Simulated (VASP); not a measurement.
# Splitting of the conduction valleys of GaP under biaxial (001) strain, at TB-mBJ with spin-orbit coupling on LDA cells

Every member is gallium phosphide, with each Ga atom bonded to four P atoms and each P atom to four Ga atoms; only the dimensions of the cell, and with them its shape and volume, change along the series. In the unstrained cubic crystal the conduction band has equivalent minima along the three cube axes. Strain in the (001) plane makes the normal axis different from the other two. This memo reports how far the valleys then separate and which is lowest, which decides where electrons collect in a strained layer and which effective masses govern transport. The splitting is the [100] valley less the [001] valley, so a positive value means that [001] is lower. Single levels are counted from the valence-band top at the zone centre.

## Set-up

The start is a typed prototype cell. The crystal was relaxed with LDA. Equal strain is imposed in the (001) plane; the strain along the normal is adjusted until the normal stress vanishes, and the atoms are relaxed with LDA. VASP 6.6.1, plane waves with PAW, cutoff 450 eV, no spin polarisation. Band edges are single points at TB-mBJ with spin-orbit coupling on these cells, k mesh 8×8×8, read on short lines of k points at the zone centre and through the valleys; energies are counted from the valence-band top at the zone centre.  All levels use the PAW data sets made with LDA.

Notes on method and selection:

- A valley's energy from the valence-band top holds the shift of that top as well as the shift of the valley.
- The TB-mBJ parameter c is fixed anew from the density of each cell, so it changes along the series.
- Runs that did not converge, have known faults or may not be shown are not listed, and runs on Ansatz's PAW sets soft_1 and soft_2 are kept to separate tables.

Columns:

- strain (%): strain in the plane (tension positive).
- splitting (eV): valley along [100] less valley along [001].
- Δ [001] (eV): minimum of the conduction band along Γ–X in the [001] direction.
- Δ [100] (eV): minimum of the conduction band along Γ–X in the [100] direction.
- L [111] (eV): conduction level at L along [111].
- Γ level (eV): lowest conduction level at Γ.

Input lines of one member:

```
PREC = Accurate
ENCUT = 450
EDIFF = 1E-06
NELM = 150
ISMEAR = 0
SIGMA = 0.02
LREAL = .FALSE.
ALGO = Normal
METAGGA = MBJ
LASPH = .TRUE.
LNONCOLLINEAR = .TRUE.
NBANDS = 28
GGA_COMPAT = .FALSE.
LSORBIT = .TRUE.
KPAR = 2
```

Command (options for logging and memory left out): `mpirun -np 2 vasp_ncl`

## Numbers

| member | strain (%) | splitting (eV) | Δ [001] (eV) | Δ [100] (eV) | L [111] (eV) | Γ level (eV) |
| --- | --- | --- | --- | --- | --- | --- |
| −2 % | −2.0 | −0.315 | 2.367 | 2.053 | 2.596 | 3.281 |
| −1.5 % | −1.5 | −0.238 | 2.351 | 2.113 | 2.620 | 3.260 |
| −1 % | −1.0 | −0.156 | 2.329 | 2.172 | 2.638 | 3.238 |
| −0.5 % | −0.5 | −0.079 | 2.309 | 2.231 | 2.649 | 3.214 |
| 0 % | 0.0 | 0.000 | 2.288 | 2.288 | 2.655 | 3.188 |
| +0.5 % | 0.5 | 0.080 | 2.220 | 2.299 | 2.611 | 3.116 |
| +1 % | 1.0 | 0.159 | 2.145 | 2.304 | 2.556 | 3.036 |
| +1.5 % | 1.5 | 0.240 | 2.068 | 2.308 | 2.497 | 2.956 |
| +2 % | 2.0 | 0.321 | 1.990 | 2.312 | 2.434 | 2.875 |

Least-squares fits to the whole series, with x = strain (%); R² and errors in the fitted variable (y, or ln y where the fit is in ln y):

| y | members | fit | R² | rms residual | leave-one-out rms | the same for the mean of the others |
| --- | --- | --- | --- | --- | --- | --- |
| splitting (eV) | 9 | y = 0.001333 + 0.1589 x | 1.00 | 0.0012 | 0.0017 | 0.23 |
| Δ [001] (eV) | 9 | y = 2.230 − 0.09380 x | 0.92 | 0.037 | 0.050 | 0.14 |

## Interpretation

Under tension the pair of valleys along [001] is lowest; under compression the four along [100] and [010] are. The splitting runs from −0.315 eV at −2 % to 0.321 eV at +2 %, and the fitted slope is 0.159 eV per percent of in-plane strain.

The deformation-potential formula for this splitting is $\Delta E = \Xi_u(\varepsilon_\parallel - \varepsilon_\perp)$, where $\varepsilon_\parallel$ is the strain in the plane, $\varepsilon_\perp$ the strain along the normal and $\Xi_u$ a positive constant. With the normal stress relaxed, the two strains have opposite signs and their effects add. Symmetry keeps both atoms at their ideal fractional positions, so no internal displacement contributes.

A plane-wave picture explains the positive sign. Near the zone boundary along [001], the lowest conduction state is built largely from waves that run in the (001) plane, of the type (110). Stretching the plane lengthens these waves and lowers their kinetic energy. For the [100] valley, one of the two wave components lies along the shortened normal; its rise in kinetic energy offsets most of the fall from the component in the plane. The kinetic part of the splitting is $2T(\varepsilon_\parallel - \varepsilon_\perp)$ with $T = \hbar^2(2\pi/a)^2/2m$, roughly 5 eV for a cube edge $a$ a little over 5 Å. If the normal strain is taken as about equal and opposite, 1 % of strain gives 2 × 5 × 0.02 = 0.2 eV, somewhat above the computed 0.159 eV; the estimate neglects the crystal potential.

The single valley energies behave less simply. From 0 to +2 % the [001] valley falls by 2.288 − 1.990 = 0.298 eV, but from 0 to −2 % it rises by only 2.367 − 2.288 = 0.079 eV. The reference is the reason: strain of either sign splits the valence-band top, and the uppermost state has a different character on the two sides. This shift is common to both valleys and cancels in their difference.

## Outliers

Largest departures from the fit to the whole series:

| member | splitting (eV) | fit | computed − fit | in rms residuals |
| --- | --- | --- | --- | --- |
| +2 % | 0.321 | 0.319 | +0.002 | 1.5 |
| −1 % | −0.156 | −0.158 | +0.002 | 1.3 |
| −2 % | −0.315 | −0.316 | +0.001 | 1.2 |
| 0 % | 0.000 | 0.001 | −0.001 | 1.1 |

No member stands apart in the splitting. The largest departure from the line, at +2 %, is 0.002 eV, which is too close to the printed rounding to carry a physical cause.

The straight line for the [001] valley is a different matter, with an rms residual of 0.037 eV. The unstrained member lies farthest from it, at 2.288 − 2.230 = 0.058 eV above. The two ends lie about 0.05 eV below. This is the mark of a bend at zero strain: whichever valence branch is uppermost is pushed up relative to the average of the split states, which reduces the valley energy on both sides.

Two straight pieces that meet at the unstrained member describe this valley better. Their slopes, taken from the end members, are −0.298 / 2 = −0.149 eV per percent in tension and −0.079 / 2 = −0.040 eV per percent in compression. The six intermediate members are then met within 0.007 eV, against an rms residual of 0.037 eV for the single line.

## Short exercises

**How much tension puts the [001] valleys 0.10 eV below the others, and does that empty the upper valleys at room temperature?**

The slope gives 0.10 / 0.159 = 0.63 %, between the members at +0.5 % (0.080 eV) and +1 % (0.159 eV). The thermal energy is roughly 0.026 eV. There are four upper valleys and two lower ones, all taken to have the same density-of-states mass, so the ratio of upper to lower population is 2 × exp(−0.10 / 0.026) = 0.04. About 4 % of the electrons remain in the upper valleys.

**Does a measured drop of the gap reveal the sign of the strain?**

No. The gap is the lower of the two valley energies. At +1 % it changes by 2.145 − 2.288 = −0.143 eV, and at −1 % by 2.172 − 2.288 = −0.116 eV. Both signs of strain reduce it by similar amounts, so the sign has to come from another observation, such as the lattice spacing along the normal.

**Can strain within this range make the gap direct?**

No. The Γ level lies above the lowest valley by 3.188 − 2.288 = 0.900 eV without strain and by 2.875 − 1.990 = 0.885 eV at +2 %. The gain from tension is only 0.900 − 0.885 = 0.015 eV. At −2 % the distance grows to 3.281 − 2.053 = 1.228 eV.

## Conclusions

Between −2 % and +2 % the splitting is proportional to strain, and its sign names the lowest valley: [001] in tension, [100] and [010] in compression. This result is firmer than the single valley energies, because both valleys share one valence-band top and, within each cell, one TB-mBJ parameter.

Lattice vibrations are left out; including them would lower the gap. The electron–hole attraction is also absent, and it would place the optical onset below the gap given here. LDA usually makes the cell slightly too small. In a semiconductor of this type, a larger cell would raise the valleys near the zone boundary and lower the Γ level, both relative to the valence-band top. An error in the LDA elastic response along the normal would change the slope of the splitting, but not its sign.

[Logs are printed without paths, hosts, clocks, repeated set-up lines and the standing remarks that a program may print on its own settings, such as how far it seeks lower states.]
